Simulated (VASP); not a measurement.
Level of theory: PBEsol GGA, VASP's PBE PAW potentials (set 64) (plane waves; VASP 6.6.1).

A VASP calculation is set up with these files.

File POSCAR:
```
NiSb
1
    1.9527583329    -3.3822768085    -0.0000000000
    1.9527583329     3.3822768085     0.0000000000
    0.0000000000     0.0000000000     5.0641667799
Ni Sb
2 2
Direct
  0.0000000000   0.0000000000   0.5000000000
  0.0000000000   0.0000000000   0.0000000000
  0.3333330000   0.6666670000   0.2500000000
  0.6666670000   0.3333330000   0.7500000000
```

KPOINTS:
```
Automatic mesh
0
Gamma
8 8 6
0 0 0
```

**INCAR**
```
! general
SYSTEM  = NiSb
PREC    = Accurate
ENCUT   = 480   ! plane-wave cut-off (eV)
LREAL   = .False.
LASPH   = .True.   ! aspherical one-centre terms

! electronic loop
EDIFF   = 1E-7
NELM    = 100   ! most electronic steps
ALGO    = Normal   ! blocked Davidson
LMAXMIX = 4   ! l cut-off of mixed one-centre charges

! smearing
ISMEAR  = 1   ! Methfessel-Paxton
SIGMA   = 0.1   ! width (eV)

! functional
GGA     = PS

! ions
IBRION  = 2   ! conjugate gradients
NSW     = 40   ! most ionic steps
ISIF    = 3   ! ions, shape and volume
EDIFFG  = -0.01   ! ionic stop
PSTRESS = 10   ! kbar

! output
LWAVE   = .False.
LCHARG  = .False.
```

POTCAR, in this order: Ni Sb (PBE.64 set). Program: vasp_std.

The resulting files:

### OSZICAR
```
       N       E                     dE             d eps       ncg     rms          rms(c)
DAV:   1     0.165272103233E+03    0.16527E+03   -0.12039E+04  1520   0.155E+03
DAV:   2    -0.150787397372E+02   -0.18035E+03   -0.17495E+03  1532   0.317E+02
DAV:   3    -0.241755382288E+02   -0.90968E+01   -0.88057E+01  1741   0.877E+01
DAV:   4    -0.244377047269E+02   -0.26217E+00   -0.26083E+00  1726   0.142E+01
DAV:   5    -0.244460531557E+02   -0.83484E-02   -0.83445E-02  1887   0.262E+00    0.146E+01
DAV:   6    -0.274443465623E+02   -0.29983E+01   -0.43394E+01  1660   0.120E+02    0.185E+01
DAV:   7    -0.226916681344E+02    0.47527E+01   -0.15571E+01  1649   0.831E+01    0.418E+00
DAV:   8    -0.227389170942E+02   -0.47249E-01   -0.18031E+00  2061   0.125E+01    0.268E+00
DAV:   9    -0.226759805117E+02    0.62937E-01   -0.24987E-01  1722   0.879E+00    0.622E-01
DAV:  10    -0.226764966869E+02   -0.51618E-03   -0.79611E-03  1637   0.863E-01    0.489E-01
DAV:  11    -0.226758719350E+02    0.62475E-03   -0.60840E-04  1679   0.231E-01    0.147E-01
DAV:  12    -0.226756316968E+02    0.24024E-03   -0.65604E-04  2073   0.456E-01    0.376E-02
DAV:  13    -0.226756363708E+02   -0.46739E-05   -0.69479E-05  1592   0.589E-02    0.365E-02
DAV:  14    -0.226756358715E+02    0.49928E-06   -0.32175E-06  1689   0.182E-02    0.631E-03
DAV:  15    -0.226756357394E+02    0.13204E-06   -0.22228E-07  1121   0.600E-03    0.160E-03
DAV:  16    -0.226756355910E+02    0.14840E-06   -0.68584E-08   838   0.259E-03    0.125E-03
DAV:  17    -0.226756355219E+02    0.69108E-07   -0.11593E-07   828   0.636E-03
   1 F= -.22258108E+02 E0= -.22258016E+02  d E =-.222581E+02
```

OUTCAR:
```
------------------------ aborting loop because EDIFF is reached ----------------------------------------
  FORCE on cell =-STRESS in cart. coord.  units (eV):
  Direction    XX          YY          ZZ          XY          YZ          ZX
  --------------------------------------------------------------------------------------
  Total        0.4174548      0.4174548      0.4219102      0.0000000      0.0000000      0.0000000
  in kB        9.9982584      9.9982593     10.1049681      0.0000000      0.0000000      0.0000000
  external PRESSURE =       0.0338286 kB  Pullay stress =      10.0000000 kB
  volume of cell :       66.90
      direct lattice vectors                 reciprocal lattice vectors
     1.952758333 -3.382276808  0.000000000     0.256048069 -0.147829414  0.000000000
     1.952758333  3.382276808  0.000000000     0.256048069  0.147829414  0.000000000
     0.000000000  0.000000000  5.064166780     0.000000000  0.000000000  0.197465850
 POSITION                                       TOTAL-FORCE (eV/Angst)
 -----------------------------------------------------------------------------------
      0.00000      0.00000      2.53208        -0.000000      0.000000      0.000000
      0.00000      0.00000      0.00000        -0.000000      0.000000      0.000000
      1.95276      1.12743      1.26604         0.000000     -0.000000     -0.000000
      1.95276     -1.12743      3.79813         0.000000      0.000000      0.000000
 -----------------------------------------------------------------------------------
    total drift:                                0.000000      0.000000      0.000000
  FREE ENERGIE OF THE ION-ELECTRON SYSTEM (eV)
  ---------------------------------------------------
  free  energy   TOTEN  =       -22.6756355219 eV

  energy  without entropy=      -22.6753590221  energy(sigma->0) =      -22.67554336
  enthalpy is  TOTEN    =       -22.2581080453 eV   P V=        0.4175274766

 reached required accuracy - stopping structural energy minimisation
```
(Selected blocks of OUTCAR.)

The compound is NiSb in the NiAs type structure. It was relaxed first under an external pressure of 1 GPa. The run is not spin-polarised, so no magnetic state was tried.
